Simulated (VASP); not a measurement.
```xyz
4
Lattice="2.7707 0.0000 0.0000 -1.3854 2.3995 0.0000 0.0000 0.0000 7.7748" Properties=species:S:1:pos:R:3 pbc="T T T"
V      0.0000     0.0000     0.0000
V     -1.3854     2.3995     3.8874
Si     0.0000     1.5997     1.9437
Si     1.3854     0.7998     5.8311
```

Method: r2SCAN meta-GGA, VASP's PBE PAW potentials (set 64) (plane waves; VASP). Numerical set-up: 400 eV cut-off, 14×14×5 Γ-centred mesh, tetrahedra with Blöchl corrections, potentials V_sv Si.

**Question.** Give the energies of bands 9 to 20 at the high-symmetry points, in eV from the Fermi level.

**Answer.** 
```tsv
band	Γ	M	K	A	L	H
9	-13.39	-7.73	-5.85	-12.85	-7.30	-5.82
10	-12.11	-7.07	-5.85	-12.85	-7.30	-5.82
11	-7.59	-6.76	-5.24	-5.95	-6.53	-4.87
12	-3.38	-5.60	-4.83	-5.95	-6.53	-4.87
13	-3.02	-4.12	-4.83	-1.49	-3.08	-4.55
14	-1.00	-2.62	-3.49	-1.49	-3.08	-4.55
15	0.04	-2.39	-2.79	0.09	-2.06	-2.79
16	0.04	-1.71	-2.79	0.09	-2.06	-2.79
17	0.15	-0.14	-1.23	0.09	0.23	-1.25
18	0.15	0.16	-1.23	0.09	0.23	-1.25
19	1.18	0.72	0.39	1.34	1.19	1.99
20	1.18	2.85	1.36	1.34	1.19	1.99
```

It has no gap at this level: it comes out as a metal or semimetal.

The structure was generated: VSi was put into the NiAs type type (P6_3/mmc), which need not be its known phase. It was relaxed first, which changed the volume by -42 %. The run is not spin-polarised, so no magnetic state was tried.
